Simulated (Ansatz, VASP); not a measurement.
GaF: VASP beside Ansatz

```
Ga F
1.0
     0.00000    2.57696    2.57696
     2.57696    0.00000    2.57696
     2.57696    2.57696    0.00000
Ga F
1 1
Direct
  0.25000 0.25000 0.25000
  0.00000 0.00000 0.00000
```

The cell was built by a generator and needn't be a form met in nature.

Alike in both runs: task relaxation of cell and atoms; functional PBE0; k mesh 5 × 5 × 5; occupations fermi-dirac, width 0.05 eV; no spin polarisation.

|  | VASP | Ansatz |
| --- | --- | --- |
| version | VASP 6.6.1 | Ansatz 0.2.0 |
| potentials or method | VASP PAW PBE potentials, release 64 (Ga_d, F) | Ansatz PAW |
| plane-wave cutoff (eV) | 600 | 420 |
| valence electrons in the cell | 20 | 20 |

VASP gave:

| Item | Value |
| --- | --- |
| gap on the k mesh at the Fermi level, each at its own relaxed structure (eV) | 4.22 |
| relaxed volume (Å³/atom) | 22.73 |
| relaxed cell length with the largest relative difference (Å) | 4.006 |
| energy change over the relaxation (meV/atom) | -197 |

Problem. Which values does Ansatz return?

Solution. gap on the k mesh at the Fermi level, each at its own relaxed structure (eV): 4.24; relaxed volume (Å³/atom): 22.83; relaxed cell length with the largest relative difference (Å): 4.012; energy change over the relaxation (meV/atom): -198.

Caveats: the k mesh is coarse (spacing up to 0.42 Å⁻¹), so the values aren't converged, least of all with exact exchange; the volume moved by over 15 % at a fixed basis, so the end points are rough; the PAW data sets were made with another functional, which shifts forces and pressure a little (VASP); an odd mesh through Γ misses points on the zone boundary, where band edges often lie (VASP); odd divisions of the mesh miss points on the zone boundary, where band edges often lie, so the gap on the mesh can be too wide (Ansatz); the plane-wave basis is chosen anew once the cell has moved, so the energies of steps on either side of that aren't comparable (Ansatz); the PAW data sets come from PBE, with cores solved anew for the run's functional, which leaves a small shift of forces and pressure (Ansatz).
